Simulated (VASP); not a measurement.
# FeAg2O4: single point with PBEsol+U

Crystal: FeAg2O4.

```xyz
14
Lattice="0.0000 4.6056 4.6056 4.6056 0.0000 4.6056 4.6056 4.6056 0.0000" Properties=species:S:1:pos:R:3 pbc="T T T"
Fe    0.0000    0.0000    0.0000
Fe    2.3028    2.3028    2.3028
O     3.4542    3.4542    3.4542
O     8.0598    5.7570    5.7570
O     5.7570    5.7570    3.4542
O     5.7570    8.0598    5.7570
O     3.4542    5.7570    5.7570
O     8.0598    8.0598    8.0598
O     5.7570    3.4542    5.7570
O     5.7570    5.7570    8.0598
Ag    5.7570    3.4542    3.4542
Ag    3.4542    3.4542    5.7570
Ag    3.4542    5.7570    3.4542
Ag    5.7570    5.7570    5.7570
```

The cell was built by a generator and needn't be a form met in nature.

| Quantity | Value |
| --- | --- |
| Program | VASP 6.6.1 |
| Task | single point |
| Functional | PBEsol |
| Potentials or basis | VASP PAW PBE potentials, release 64 (Fe, O, Ag) |
| Cutoff | 520 eV |
| k mesh | 5 × 5 × 5 |
| Occupations | gaussian, width 0.0104 eV |
| Spin | collinear spin, typed start |
| Starting moments | [4.0, 4.0, 0.0, 0.0, 0.0, 0.0, 0.0, 0.0, 0.0, 0.0, 0.0, 0.0, 0.0, 0.0] μB |
| Hubbard terms | Fe d U = 6.59 eV |

The pressure is -15.6 GPa. The band gap on the k mesh is none (metal or under the smearing width). The net moment is 4.01 μB per cell. The site moments are Fe +4.27; O -0.30; Ag -0.46 μB and the valence electrons inside the program's atomic spheres are Fe 6.56; O 4.85; Ag 9.59.

Levels at points of the mesh, in eV from the Fermi level:
Spin up:
| k point | band 53 | band 54 | band 55 | band 56 | band 57 | band 58 |
| --- | --- | --- | --- | --- | --- | --- |
| (0.00, 0.00, 0.00) | -0.93 | -0.93 | 0.43 | 0.43 | 0.43 | 0.63 |
Spin down:
| k point | band 49 | band 50 | band 51 | band 52 | band 53 | band 54 | band 55 | band 56 |
| --- | --- | --- | --- | --- | --- | --- | --- | --- |
| (0.00, 0.00, 0.00) | -0.53 | -0.01 | -0.01 | -0.01 | 1.94 | 2.09 | 2.09 | 2.09 |

Eigenvalues of the final occupation matrices:
| site | spin | trace | eigenvalues |
| --- | --- | --- | --- |
| site 1 d | 1 | 4.98 | 0.98 0.98 1.01 1.01 1.01 |
| site 1 d | 2 | 0.77 | 0.09 0.09 0.20 0.20 0.20 |
| site 2 d | 1 | 4.98 | 0.98 0.98 1.01 1.01 1.01 |
| site 2 d | 2 | 0.77 | 0.09 0.09 0.20 0.20 0.20 |

It took 6.1 min on 1 thread of AMD EPYC 9R45 96-Core Processor (Zen 5) (shared host), peak memory 0.5 GiB.

Caveat: the PAW data sets were made with another functional, which shifts forces and pressure a little. The state reached can hang on the start; a lower one may exist.
